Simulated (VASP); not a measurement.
VASP runs on Re (space group P6_3/mmc) share one base input (PBE GGA, plane waves, VASP's PBE PAW potentials (set 64)) and change the settings named in each case.

KPOINTS:
```
Automatic mesh
0
gamma
 14 14 7
```

**INCAR**
```
SYSTEM  =  Re
PREC  =  Accurate; ENCUT  =  300; LREAL  =  .False.
LASPH  =  .True.
EDIFF  =  1E-6; NELM  =  100; ALGO  =  Normal
LMAXMIX  =  6
ISMEAR  =  0; SIGMA  =  0.1
GGA  =  PE
ISIF  =  2
LWAVE  =  .False.; LCHARG  =  .False.
```

File POSCAR:
```
Re
1
    1.3911780000    -2.4095910000     0.0000000000
    1.3911780000     2.4095910000     0.0000000000
    0.0000000000     0.0000000000     4.4961260000
Re
2
Direct
  0.3333330000   0.6666670000   0.2500000000
  0.6666670000   0.3333330000   0.7500000000
```

POTCAR, in this order: Re (PBE.64 set). Program: vasp_std.

```csv
change,E(σ→0) (eV/atom),pressure (GPa),−TS (eV)
base run,-12.4070,-5.28,-0.0072
"GGA removed, POTCAR Re (LDA.64 set)",-13.7134,…,…
"GGA_COMPAT = .FALSE., LNONCOLLINEAR = .TRUE., LSORBIT = .TRUE., MAGMOM = 0.0 0.0 0.0 0.0 0.0 0.0, program vasp_ncl (not converged)",-12.7534,-2.35,-0.0060
KPOINTS 1×1×1 Γ-centred mesh,-10.8105,38.31,-0.2700
```

### Question
Some entries are withheld; supply them.

### Answer

- GGA removed, POTCAR Re (LDA.64 set), pressure (GPa): -18.98
- GGA removed, POTCAR Re (LDA.64 set), −TS (eV): -0.0070

Energies of different potentials or functionals have different zeros.  Unless said otherwise, spin-orbit coupling is left out, though it shifts the bands of the heavy elements here. At 300 eV the pressure can carry a Pulay error.

Left out are runs that ran out of time, are held back, or changed the cell or the kind of run, fixed moments of cells without a moment, rows past the twelfth, gaps on odd meshes, pressures of charged cells and columns that move by less than the noise.

The structure is a typed Re crystal (P6_3/mmc). The cell was not relaxed at this level, its lattice was scaled by up to 2.5 %.
